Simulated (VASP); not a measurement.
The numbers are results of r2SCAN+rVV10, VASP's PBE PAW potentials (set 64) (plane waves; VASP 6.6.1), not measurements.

VASP input:

### INCAR
```
SYSTEM=CsCl
PREC=Accurate; ENCUT=520; LREAL=.FALSE.
LASPH=.TRUE.
EDIFF=1E-7; NELM=100; ALGO=Normal
LMAXMIX=4; LMIXTAU=.TRUE.
ISMEAR=-5
METAGGA=R2SCAN; LUSE_VDW=.TRUE.; BPARAM=11.95
CPARAM=0.0093
ISIF=2
LWAVE=.FALSE.; LCHARG=.FALSE.; LORBIT=11
NEDOS=601
```

**KPOINTS_OPT**
```
k-points along high-symmetry lines
10
Line-mode
Reciprocal
  0.000000   0.000000   0.000000 ! GAMMA
  0.000000   0.500000   0.000000 ! X

  0.000000   0.500000   0.000000 ! X
  0.500000   0.500000   0.000000 ! M

  0.500000   0.500000   0.000000 ! M
  0.000000   0.000000   0.000000 ! GAMMA

  0.000000   0.000000   0.000000 ! GAMMA
  0.500000   0.500000   0.500000 ! R

  0.500000   0.500000   0.500000 ! R
  0.000000   0.500000   0.000000 ! X

  0.500000   0.500000   0.500000 ! R
  0.500000   0.500000   0.000000 ! M
```

**POSCAR**
```
CsCl
1
    4.0889733142     0.0000000000     0.0000000000
    0.0000000000     4.0889733142     0.0000000000
    0.0000000000     0.0000000000     4.0889733142
Cs Cl
1 1
Direct
  0.0000000000   0.0000000000   0.0000000000
  0.5000000000   0.5000000000   0.5000000000
```

File KPOINTS:
```
Automatic mesh
0
Gamma
7 7 7
0 0 0
```

POTCAR, in this order: Cs_sv Cl (PBE.64 set). Program: vasp_std.

### Question
What will the output report for the number of irreducible k-points (NKPTS), largest plane-wave count, number of space-group operations, FFT grid (NGX, NGY, NGZ)?

### Answer

| Property | Result |
|---|---|
| number of irreducible k-points (NKPTS) | 20 |
| largest plane-wave count | 1850 |
| number of space-group operations | 48 |
| FFT grid (NGX, NGY, NGZ) | 30 × 30 × 30 |

The compound is CsCl in the CsCl type structure. It was relaxed first.
